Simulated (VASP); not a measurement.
# HfB2: phonons from a supercell, part 3 of 3

Aim: the phonon dispersion and thermal properties of HfB2. The start is a cell from a database of measured crystal structures.

VASP 6.6.1; LDA; plane waves and PAW (Hf, B).

So far. Step 2 (Relax the host): The run ended after 5 ionic steps, 0.032 eV below its first step, once forces and stress met EDIFFG = -0.02. Step 3 (Tight relaxation): The run ended after 4 ionic steps, 0.000 eV below its first step, once forces and stress met EDIFFG = -0.002.

## 4. Force constants in the supercell (continued)

No long-range dipole term. Phonon branches along the path, in cm⁻¹:

```csv
point,branch 1,branch 2,branch 3,branch 4,branch 5,branch 6,branch 7,branch 8,branch 9
Γ,0,0,0,458,458,488,545,827,827
0.53 of the way,134,138,177,495,530,574,586,794,836
M,172,182,208,539,570,576,756,756,777
0.47 of the way,181,184,207,569,575,576,721,753,794
K,188,199,199,572,572,660,695,695,815
0.47 of the way,150,151,186,521,539,578,605,799,823
Γ,0,0,0,458,458,488,545,827,827
0.53 of the way,115,115,141,446,446,516,607,835,835
A,159,159,184,435,435,539,653,841,841
0.47 of the way,168,171,175,487,550,553,645,814,829
L,176,185,185,538,580,630,721,763,784
0.47 of the way,177,187,187,576,587,625,715,741,790
H,179,190,190,608,608,652,698,698,796
0.53 of the way,171,174,175,510,558,570,642,810,821
A,159,159,184,435,435,539,653,841,841
jump to L,176,185,185,538,580,630,721,763,784
0.47 of the way,179,179,196,538,575,606,737,769,772
M,172,182,208,539,570,576,756,756,777
jump to K,188,199,199,572,572,660,695,695,815
0.47 of the way,184,195,195,588,588,657,696,696,807
H,179,190,190,608,608,652,698,698,796
```

The phonon branches as a text plot (rows in cm⁻¹):

```
    824 |******    *** ****************          *****      **
    789 |   ** ****   ****            ************    ******  ***
    754 |     *****  *                   **    *      ******
    719 |        ***                     **** *       **
    684 |     *     **                  *    **             *****
    649 |          ** *          ********    * *******      *****
    614 |    *       * *       **     *  *******      ***      **
    578 |   **************    *       ******   ***    *********
    543 |*********    ********   *****  ***      ***********
    508 | ****          ****  ***   * **          **
    473 |****             ****     ***             *
    438 |                     ******                **
    403 |
    368 |
    333 |
    298 |
    263 |
    228 |
    193 |    ************        **** ************ **************
    158 |   *****      * *     **********        *****   ***
    123 |  **           ***    **
     88 | **              *   *
     53 | *                * *
     18 |*                  **
         Γ      M   K       Γ     A      L   H      A|L   M|K   H
```

The phonon density of states has structure finer than the step of the table below, so its rows give means over 25 cm⁻¹, whole bins alone (the curve runs from -14.2 to 868 cm⁻¹). Peaks (cm⁻¹: height): 177.9: 0.0952, 579.5: 0.0426, 797.0: 0.0435, 833.0: 0.0316.

Phonon density of states against frequency; means over each step:

```csv
frequency (cm⁻¹),phonon density of states (states/cm⁻¹/cell)
0,6.7e-6
25,1.4e-4
50,5.6e-4
75,0.00138
100,0.00304
125,0.00652
150,0.0176
175,0.0661
200,0.0247
225,2.5e-5
250,0
275,0
300,0
325,0
350,0
375,0
400,0
425,8.4e-5
450,0.00333
475,0.00673
500,0.00940
525,0.0159
550,0.0248
575,0.0354
600,0.0197
625,0.0188
650,0.00824
675,0.00627
700,0.00795
725,0.00582
750,0.00545
775,0.0157
800,0.0321
825,0.0225
850,0.00190
```

Heat capacity at constant volume against temperature:

temperature (K), heat capacity at constant volume (J/K/mol of atoms) and a bar:
```
        0        0.0 
       25        0.1 
       75        3.7 #####
      100        5.4 #######
      150        8.2 ##########
      175        9.6 ############
      200       11.0 ##############
      250       13.6 #################
      275       14.7 ###################
      300       15.7 ####################
      350       17.4 ######################
      375       18.1 #######################
      425       19.3 ########################
      450       19.8 #########################
      475       20.2 ##########################
      525       20.9 ###########################
      550       21.2 ###########################
      575       21.5 ###########################
      625       22.0 ############################
      650       22.2 ############################
      700       22.5 #############################
      725       22.7 #############################
      750       22.8 #############################
      800       23.1 #############################
      825       23.2 #############################
      850       23.3 #############################
      900       23.4 ##############################
      925       23.5 ##############################
      975       23.6 ##############################
     1000       23.7 ##############################
```

The vibrational entropy by temperature:

temperature (K), vibrational entropy (J/K/mol of atoms) and a bar:
```
        0        0.0 
       50        0.5 
      100        2.8 ##
      150        5.6 ####
      200        8.3 ######
      250       11.1 #########
      275       12.4 ##########
      325       15.0 ############
      375       17.5 ##############
      425       19.9 ###############
      475       22.1 #################
      525       24.1 ###################
      575       26.1 ####################
      625       27.9 ######################
      675       29.6 #######################
      725       31.2 ########################
      750       32.0 #########################
      800       33.5 ##########################
      850       34.9 ###########################
      900       36.2 ############################
      950       37.5 #############################
     1000       38.7 ##############################
```

## 5. Outcome

| Quantity | Value |
| --- | --- |
| highest frequency | 841 cm⁻¹ |
| lowest frequency | -6.5e-6 cm⁻¹ |
| zero point energy | 91.6 meV/atom |
| heat capacity 300 | 15.7 J/K/mol of atoms |
| entropy 300 | 13.7 J/K/mol of atoms |

**Reading.** The spectrum reaches 841 cm⁻¹, and its lowest point lies at 0 cm⁻¹. No mode is imaginary, so the structure is a local minimum as far as this supercell can tell. Frequencies between the wave vectors that fit the supercell are interpolated.

[Lines on the potential files, build, host, timing and source positions are cut from VASP's logs without a mark.]

[Logs are printed without paths, hosts, clocks, repeated set-up lines and the standing remarks that a program may print on its own settings, such as how far it seeks lower states.]

[Hosts, paths, dates, database ids (printed as entryN), source tags and the programs' standing remarks are cut or masked in the printed files.]

[Runs that stopped without an error message from VASP are left out.]
